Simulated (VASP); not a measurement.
Calculation: PBE0 hybrid, VASP's PBE PAW potentials (set 64) (plane waves; VASP 6.6.1).

Input for VASP

**POSCAR**
```
CdTe
1
    0.0000000000     3.2448153183     3.2448153183
    3.2448153183     0.0000000000     3.2448153183
    3.2448153183     3.2448153183     0.0000000000
Cd Te
1 1
Direct
  0.0000000000   0.0000000000   0.0000000000
  0.2500000000   0.2500000000   0.2500000000
```

INCAR:
```
ALGO = Normal
ISYM = 3
ISMEAR = 0   # Gaussian
LREAL = .False.   # projection in real space or not
PREC = Accurate
ISIF = 2   # forces and stress, cell fixed
AEXX = 0.25
HFRCUT = -1
EDIFF = 1E-6   # SCF stop (eV)
LMAXMIX = 4
PRECFOCK = Fast
GGA = PE   # PBE
LWAVE = .False.
NELM = 60
SIGMA = 0.05   # width (eV)
LCHARG = .False.
LASPH = .True.
SYSTEM = CdTe
LHFCALC = .True.
ENCUT = 520   # plane-wave cut-off (eV)
```

**KPOINTS**
```
Automatic mesh
0
Gamma
6 6 6
0 0 0
```

POTCAR, in this order: Cd Te (PBE.64 set). Program: vasp_std. Read from the step before: WAVECAR.

The resulting files:

**OSZICAR**
```
       N       E                     dE             d eps       ncg     rms          rms(c)
DAV:   1    -0.654881952328E+01   -0.65488E+01   -0.11970E+00   416   0.935E+00    0.956E+00
DAV:   2    -0.656148708136E+01   -0.12668E-01   -0.54529E-02   476   0.284E+00    0.644E+00
DAV:   3    -0.656095799965E+01    0.52908E-03   -0.38916E-03   596   0.799E-01    0.396E+00
DAV:   4    -0.656066783805E+01    0.29016E-03   -0.35580E-04   461   0.213E-01    0.237E+00
DAV:   5    -0.656058315533E+01    0.84683E-04   -0.10403E-04   446   0.885E-02    0.142E+00
DAV:   6    -0.656056969413E+01    0.13461E-04   -0.34746E-05   461   0.470E-02    0.857E-01
DAV:   7    -0.656056803179E+01    0.16623E-05   -0.53612E-06   456   0.211E-02    0.517E-01
DAV:   8    -0.656056821080E+01   -0.17901E-06   -0.98131E-07   303   0.106E-02
   1 F= -.65605682E+01 E0= -.65605682E+01  d E =-.784957E-17
```

File OUTCAR:
```
------------------------ aborting loop because EDIFF is reached ----------------------------------------
  FORCE on cell =-STRESS in cart. coord.  units (eV):
  Direction    XX          YY          ZZ          XY          YZ          ZX
  --------------------------------------------------------------------------------------
  Total        0.5495026      0.5495026      0.5495026     -0.0000000     -0.0000000     -0.0000000
  in kB       12.8848793     12.8848793     12.8848793     -0.0000000     -0.0000000     -0.0000000
  external PRESSURE =      12.8848793 kB  Pullay stress =       0.0000000 kB
  volume of cell :       68.33
      direct lattice vectors                 reciprocal lattice vectors
     0.000000000  3.244815318  3.244815318    -0.154091975  0.154091975  0.154091975
     3.244815318  0.000000000  3.244815318     0.154091975 -0.154091975  0.154091975
     3.244815318  3.244815318  0.000000000     0.154091975  0.154091975 -0.154091975
  FREE ENERGIE OF THE ION-ELECTRON SYSTEM (eV)
  ---------------------------------------------------
  free  energy   TOTEN  =        -6.5605682108 eV

  energy  without entropy=       -6.5605682108  energy(sigma->0) =       -6.56056821

  exchange ACFDT corr.  =         0.00000000  see jH, gK, PRB 81, 115126
```
(Selected blocks of OUTCAR.)

The compound is CdTe in the zinc blende structure. This cell is one point of a volume scan, at 0.94 of the reference volume. The cell's shape comes from a PBE relaxation.
